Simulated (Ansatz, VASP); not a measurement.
# HfC in two plane-wave programs

Wanted: the spread between two codes on one cell, functional and k mesh. The cell is taken from a series of runs on this material, whose earlier steps may have relaxed, scaled, displaced or heated it; both programs get it as it stands.

Calculated with Ansatz 0.2.0; plane waves, with VASP 6.6.1 beside it; zone-centre phonons at LDA.

## (1) The structure

Symmetry: I4/mmm, No. 139, tetragonal system. The conventional cell has a = 3.330 Å, b = 3.330 Å, c = 4.523 Å, α = 90.00°, β = 90.00°, γ = 90.00°. C has 6 Hf at 2.26 to 2.35 Å nearest. Nearest to Hf lie 6 C at 2.26 to 2.35 Å. Farther neighbours are not listed.

Coordinates:

```xyz
2
Lattice="0.0000 2.3550 2.2615 2.3550 0.0000 2.2615 2.3550 2.3550 0.0000" Properties=species:S:1:pos:R:3 pbc="T T T"
C     0.0000    0.0000    0.0000
Hf    2.3550    2.3550    2.2615
```

## (2) VASP: zone-centre phonons, LDA

Second derivatives magnify differences that forces hide, and they need a tight electronic threshold.

Lines of VASP's logs that name or quote its potential files are left out, and so is its time.

File INCAR:

```
SYSTEM = HfC
PREC = Accurate
ENCUT = 600
EDIFF = 1E-08
NELM = 120
ISMEAR = 1
SIGMA = 0.2
LREAL = .FALSE.
ALGO = Normal
GGA = PW92
NBANDS = 13
LASPH = .TRUE.
LORBIT = 11
LWAVE = .FALSE.
LCHARG = .FALSE.
ISIF = 2
IBRION = 8
GGA_COMPAT = .FALSE.
KPAR = 2
```

File POSCAR:

```
HfC
1.0
    0.0000000000      2.3549637767      2.2614827306
    2.3549637767      0.0000000000      2.2614827306
    2.3549637767      2.3549637767      0.0000000000
C Hf
1 1
Direct
    0.0000000000      0.0000000000      0.0000000000
    0.5000000000      0.5000000000      0.5000000000
```

File KPOINTS:

```
Automatic mesh
0
Gamma
16 16 16
0 0 0
```

Potentials, in the order of the species: C and Hf_pv (LDA family, release 64).

Started as:

```console
$ mpirun -np 2 vasp_std
```

Numbers of over 12 decimals in the logs are rounded to 6 here.

What it wrote:

```text
[banner, memory and clock lines left out]
running    2 mpi-ranks, on    1 nodes
 distrk:  each k-point on    1 cores,    2 groups
 distr:  one band on    1 cores,    1 groups

 POSCAR found type information on POSCAR C Hf
 POSCAR found :  2 types and       2 ions
|                                                                             |
|               ----> ADVICE to this user running VASP <----                  |
|                                                                             |
|     You enforced a specific xc type in the INCAR file but a different       |
|     [... a line on the potential file left out ...]
|     I HOPE YOU KNOW WHAT YOU ARE DOING!                                     |
|                                                                             |

 LDA part: xc-table for (Slater(with rela. corr.)+PW92), standard interpolation
 POSCAR, INCAR and KPOINTS ok, starting setup
 FFT: planning ... GRIDC
 FFT: planning ... GRID_SOFT
 FFT: planning ... GRID
 WAVECAR not read
 entering main loop
       N       E                     dE             d eps       ncg     rms          rms(c)
DAV:   1     0.233761485772E+02    0.23376E+02   -0.85208E+03  9098   0.118E+03
DAV:   2    -0.242414497705E+02   -0.47618E+02   -0.44670E+02 11463   0.219E+02
DAV:   3    -0.260074793614E+02   -0.17660E+01   -0.17563E+01 11296   0.299E+01
DAV:   4    -0.260180301682E+02   -0.10551E-01   -0.10549E-01 10219   0.278E+00
DAV:   5    -0.260181108630E+02   -0.80695E-04   -0.80693E-04 11402   0.222E-01    0.587E+01
DAV:   6    -0.229327561704E+02    0.30854E+01   -0.14448E+01 10499   0.198E+01    0.419E+01
DAV:   7    -0.228446091622E+02    0.88147E-01   -0.68064E-01 10374   0.564E+00    0.252E+01
DAV:   8    -0.228280095713E+02    0.16600E-01   -0.86299E-02 11084   0.223E+00    0.645E+00
DAV:   9    -0.228199976699E+02    0.80119E-02   -0.35395E-02 10804   0.101E+00    0.197E+00
DAV:  10    -0.228194800559E+02    0.51761E-03   -0.19263E-03 10914   0.317E-01    0.171E-01
DAV:  11    -0.228194800437E+02    0.12192E-07   -0.88046E-05 10964   0.820E-02    0.871E-02
DAV:  12    -0.228194796723E+02    0.37134E-06   -0.13007E-06 11335   0.102E-02    0.177E-02
DAV:  13    -0.228194794213E+02    0.25104E-06   -0.86451E-07 10949   0.475E-03    0.822E-04
DAV:  14    -0.228194794268E+02   -0.55525E-08   -0.31230E-08 10419   0.145E-03
   1 F= -.22819479E+02 E0= -.22819515E+02  d E =0.107961E-03
 Linear response reoptimize wavefunctions to high precision
DAV:   1    -0.228194794273E+02   -0.47521E-09   -0.10302E-09  7595   0.280E-04
DAV:   2    -0.228194794273E+02   -0.14097E-10   -0.11634E-10  5757   0.929E-05
 Linear response DOF=           4
 Linear response progress:
  Degree of freedom:   1/  4
       N       E                     dE             d eps       ncg     rms          rms(c)
RMM:   1    -0.120466466830E+00   -0.12047E+00    0.33181E-02 35640   0.187E+00
RMM:   2    -0.117434221372E+00    0.30322E-02   -0.29711E-03 25834   0.336E-01    0.354E-01
RMM:   3    -0.117768978172E+00   -0.33476E-03   -0.62302E-04 23456   0.142E-01    0.180E-01
RMM:   4    -0.118654436578E+00   -0.88546E-03   -0.39796E-04 24060   0.108E-01    0.321E-02
RMM:   5    -0.118654078011E+00    0.35857E-06   -0.10668E-05 26752   0.235E-02    0.990E-03
RMM:   6    -0.118651362185E+00    0.27158E-05   -0.43837E-07 28716   0.422E-03    0.494E-03
RMM:   7    -0.118641579298E+00    0.97829E-05   -0.82391E-08 27977   0.187E-03    0.306E-03
RMM:   8    -0.118644311130E+00   -0.27318E-05   -0.13765E-08 29367   0.716E-04    0.344E-04
RMM:   9    -0.118643920006E+00    0.39112E-06   -0.10680E-09 31019   0.132E-04    0.253E-04
RMM:  10    -0.118643922278E+00   -0.22717E-08   -0.34890E-09 31523   0.368E-05    0.428E-05
 first order change of Fermi-energy  -0.14351E-02
 force on displaced ion       1 direction 1 :  -5.639   0.000   0.000
 Linear response progress:
  Degree of freedom:   2/  4
       N       E                     dE             d eps       ncg     rms          rms(c)
RMM:   1    -0.125340317899E+00   -0.12534E+00    0.17042E-02 19695   0.199E+00
RMM:   2    -0.119373131750E+00    0.59672E-02   -0.42800E-03 14536   0.383E-01    0.552E-01
RMM:   3    -0.119709774585E+00   -0.33664E-03   -0.82953E-04 13266   0.163E-01    0.288E-01
RMM:   4    -0.120691665658E+00   -0.98189E-03   -0.46099E-04 13436   0.117E-01    0.430E-02
RMM:   5    -0.120677103835E+00    0.14562E-04   -0.13402E-05 14710   0.271E-02    0.125E-02
RMM:   6    -0.120679309400E+00   -0.22056E-05   -0.45584E-07 15961   0.446E-03    0.554E-03
RMM:   7    -0.120665987197E+00    0.13322E-04   -0.13019E-07 15310   0.244E-03    0.326E-03
RMM:   8    -0.120671184239E+00   -0.51970E-05   -0.20172E-08 16078   0.841E-04    0.472E-04
RMM:   9    -0.120670308623E+00    0.87562E-06   -0.49756E-10 17114   0.181E-04    0.249E-04
RMM:  10    -0.120670138060E+00    0.17056E-06    0.16770E-09 17104   0.519E-05    0.615E-05
RMM:  11    -0.120670151342E+00   -0.13282E-07    0.38567E-09 16779   0.210E-05    0.103E-05
RMM:  12    -0.120670191430E+00   -0.40088E-07   -0.14848E-09 16501   0.129E-05    0.569E-06
RMM:  13    -0.120670186011E+00    0.54191E-08   -0.38135E-10 13019   0.937E-06    0.750E-07
 first order change of Fermi-energy   0.13767E-02
 force on displaced ion       1 direction 3 :   0.000   0.000 -10.327
 Linear response progress:
  Degree of freedom:   3/  4
       N       E                     dE             d eps       ncg     rms          rms(c)
RMM:   1    -0.214786437029E+00   -0.21479E+00    0.35791E+00 17989   0.117E+01
RMM:   2    -0.211569097577E+00    0.32173E-02   -0.30661E-02 24897   0.127E+00    0.493E-01
RMM:   3    -0.210968088689E+00    0.60101E-03   -0.98971E-04 31184   0.146E-01    0.175E-01
RMM:   4    -0.210555864226E+00    0.41222E-03   -0.71744E-05 33494   0.462E-02    0.125E-01
RMM:   5    -0.210138976374E+00    0.41689E-03   -0.27892E-05 33686   0.343E-02    0.129E-02
RMM:   6    -0.210128718083E+00    0.10258E-04   -0.19570E-06 34204   0.922E-03    0.368E-03
RMM:   7    -0.210142509260E+00   -0.13791E-04   -0.23224E-07 34948   0.257E-03    0.501E-03
RMM:   8    -0.210143582068E+00   -0.10728E-05   -0.15877E-06 35727   0.578E-04    0.988E-04
RMM:   9    -0.210143757862E+00   -0.17579E-06   -0.15825E-06 37037   0.243E-04    0.951E-05
RMM:  10    -0.210143942437E+00   -0.18457E-06   -0.11131E-06 36404   0.897E-05    0.317E-05
RMM:  11    -0.210143986868E+00   -0.44431E-07   -0.56428E-07 39092   0.462E-05    0.632E-05
RMM:  12    -0.210143996202E+00   -0.93344E-08   -0.31119E-07 34785   0.274E-05    0.238E-05
RMM:  13    -0.210143999813E+00   -0.36107E-08   -0.18632E-07 31372   0.223E-05    0.103E-06
RMM:  14    -0.210144000093E+00   -0.28038E-09   -0.12505E-07 25956   0.198E-05    0.531E-06
RMM:  15    -0.210144002653E+00   -0.25599E-08   -0.81083E-08 24422   0.187E-05    0.662E-07
 first order change of Fermi-energy   0.15311E-02
 force on displaced ion       2 direction 1 :  -5.640   0.000   0.000
 Linear response progress:
  Degree of freedom:   4/  4
       N       E                     dE             d eps       ncg     rms          rms(c)
RMM:   1    -0.211035559617E+00   -0.21104E+00    0.39576E+00 10139   0.121E+01
RMM:   2    -0.207544134685E+00    0.34914E-02   -0.31395E-02 14007   0.129E+00    0.648E-01
RMM:   3    -0.206776225255E+00    0.76791E-03   -0.10609E-03 17363   0.161E-01    0.277E-01
RMM:   4    -0.206244477904E+00    0.53175E-03   -0.10245E-04 18749   0.594E-02    0.164E-01
RMM:   5    -0.205812243236E+00    0.43223E-03   -0.37194E-05 18773   0.401E-02    0.173E-02
RMM:   6    -0.205807146130E+00    0.50971E-05   -0.33415E-06 18585   0.119E-02    0.901E-03
RMM:   7    -0.205816380719E+00   -0.92346E-05    0.12190E-06 20514   0.305E-03    0.882E-03
RMM:   8    -0.205817632480E+00   -0.12518E-05   -0.42965E-06 19940   0.783E-04    0.231E-03
RMM:   9    -0.205818178201E+00   -0.54572E-06   -0.39315E-06 21107   0.351E-04    0.276E-05
RMM:  10    -0.205818509016E+00   -0.33081E-06   -0.23661E-06 20450   0.133E-04    0.175E-04
RMM:  11    -0.205818622159E+00   -0.11314E-06   -0.12319E-06 21320   0.679E-05    0.116E-04
RMM:  12    -0.205818647342E+00   -0.25183E-07   -0.61356E-07 20474   0.413E-05    0.858E-05
RMM:  13    -0.205818673599E+00   -0.26258E-07   -0.31560E-07 19404   0.305E-05    0.542E-06
RMM:  14    -0.205818668271E+00    0.53279E-08   -0.16389E-07 14957   0.241E-05    0.199E-05
RMM:  15    -0.205818672273E+00   -0.40013E-08   -0.74967E-08 13230   0.211E-05    0.132E-05
 first order change of Fermi-energy  -0.11594E-02
 force on displaced ion       2 direction 3 :   0.000   0.000 -10.329
 Linear response finished
```

Parts of OUTCAR (step 2):

```text
ion  position               nearest neighbor table
   1  0.000  0.000  0.000-   2 2.26   2 2.26   2 2.35   2 2.35   2 2.35   2 2.35
   2  0.500  0.500  0.500-   1 2.26   1 2.26   1 2.35   1 2.35   1 2.35   1 2.35

  LATTYP: Found a body centered tetragonal cell.
 ALAT       =     3.3304217119
 C/A-ratio  =     1.3580758992

 Subroutine GETGRP returns: Found 16 space group operations
 (whereof 16 operations were pure point group operations)

The static configuration has the point symmetry D_4h.

 Found    349 irreducible k-points:

   k-points           NKPTS =    349   k-points in BZ     NKDIM =    349   number of bands    NBANDS=     13

   dimension x,y,z NGX =    28 NGY =   28 NGZ =   28
   dimension x,y,z NGXF=    56 NGYF=   56 NGZF=   56

   ENCUT  =  600.0 eV  44.10 Ry    6.64 a.u.   6.52  6.52  6.65*2*pi/ulx,y,z

   NELECT =      14.0000    total number of electrons

 k-points in reciprocal lattice and weights: Automatic mesh
   0.00000000  0.00000000  0.00000000       0.000
   0.06250000  0.00000000  0.00000000       0.002
   0.12500000  0.00000000  0.00000000       0.002
   0.18750000  0.00000000  0.00000000       0.002
   0.25000000  0.00000000  0.00000000       0.002
   0.31250000  0.00000000  0.00000000       0.002
   0.37500000  0.00000000  0.00000000       0.002
   0.43750000  0.00000000  0.00000000       0.002
   0.50000000  0.00000000  0.00000000       0.001
[...]
-0.31250000  0.18750000  0.50000000       0.001
  -0.25000000  0.25000000  0.50000000       0.000

 average (electrostatic) potential at core
       1 -51.9180       2 -35.7570

  Total       -2.5322562     -2.5322562      0.0318667      0.0000000      0.0000000     -0.0000000
  in kB     -161.7433735   -161.7433735      2.0354308      0.0000000      0.0000000     -0.0000000
  external PRESSURE =    -107.1504388 kB  Pullay stress =       0.0000000 kB

  energy-cutoff  :      600.00
  volume of cell :       25.08
      direct lattice vectors                 reciprocal lattice vectors
     0.000000000  2.354963777  2.261482731    -0.212317491  0.212317491  0.221093884
     2.354963777  0.000000000  2.261482731     0.212317491 -0.212317491  0.221093884
     2.354963777  2.354963777  0.000000000     0.212317491  0.212317491 -0.221093884

 POSITION                                       TOTAL-FORCE (eV/Angst)
 -----------------------------------------------------------------------------------
      0.00000      0.00000      0.00000         0.000000     -0.000000      0.000000
      2.35496      2.35496      2.26148        -0.000000      0.000000      0.000000
 -----------------------------------------------------------------------------------
    total drift:                                0.000000      0.000000      0.000000

 Eigenvectors and eigenvalues of the dynamical matrix
 ----------------------------------------------------

   1 f  =   14.975739 THz    94.095343 2PiTHz  499.536880 cm-1    61.934652 meV
             X         Y         Z           dx          dy          dz
      0.000000  0.000000  0.000000     0.000000    0.000000    0.967957
      2.354964  2.354964  2.261483     0.000000    0.000000   -0.251117

   2 f  =   11.066697 THz    69.534110 2PiTHz  369.145289 cm-1    45.768162 meV
             X         Y         Z           dx          dy          dz
      0.000000  0.000000  0.000000     0.967958    0.000000    0.000000
      2.354964  2.354964  2.261483    -0.251110    0.000000    0.000000

   3 f  =   11.066697 THz    69.534110 2PiTHz  369.145289 cm-1    45.768162 meV
             X         Y         Z           dx          dy          dz
      0.000000  0.000000  0.000000     0.000000    0.967958    0.000000
      2.354964  2.354964  2.261483     0.000000   -0.251110    0.000000

   4 f/i=    0.000157 THz     0.000985 2PiTHz    0.005230 cm-1     0.000648 meV
             X         Y         Z           dx          dy          dz
      0.000000  0.000000  0.000000    -0.251110    0.000000    0.000000
      2.354964  2.354964  2.261483    -0.967958    0.000000    0.000000

   5 f/i=    0.000157 THz     0.000985 2PiTHz    0.005230 cm-1     0.000648 meV
             X         Y         Z           dx          dy          dz
      0.000000  0.000000  0.000000     0.000000   -0.251110    0.000000
      2.354964  2.354964  2.261483     0.000000   -0.967958    0.000000

   6 f/i=    0.000317 THz     0.001993 2PiTHz    0.010579 cm-1     0.001312 meV
             X         Y         Z           dx          dy          dz
      0.000000  0.000000  0.000000     0.000000    0.000000   -0.251117
      2.354964  2.354964  2.261483     0.000000    0.000000   -0.967957

 ELASTIC MODULI CONTR FROM IONIC RELAXATION (kBar)
 Direction    XX          YY          ZZ          XY          YZ          ZX
 --------------------------------------------------------------------------------
 XX           0.0000      0.0000      0.0000      0.0000      0.0000      0.0000
 YY           0.0000      0.0000      0.0000      0.0000      0.0000      0.0000
 ZZ           0.0000      0.0000      0.0000      0.0000      0.0000      0.0000
 XY           0.0000      0.0000      0.0000      0.0000      0.0000      0.0000
 YZ           0.0000      0.0000      0.0000      0.0000      0.0000      0.0000
 ZX           0.0000      0.0000      0.0000      0.0000      0.0000      0.0000
 --------------------------------------------------------------------------------
```

Energies printed during the response cycles are not total energies of the cell. Harder data sets than Hf_pv exist (the GW ones), and pressures, volumes and forces can shift noticeably with them.

(Part 1 of 2 ends here.)

[Lines on the potential files, build, host, timing and source positions are cut from VASP's logs without a mark.]

[Logs are printed without paths, hosts, clocks, repeated set-up lines and the standing remarks that a program may print on its own settings, such as how far it seeks lower states.]

[Hosts, paths, dates, database ids (printed as entryN), source tags and the programs' standing remarks are cut or masked in the printed files.]
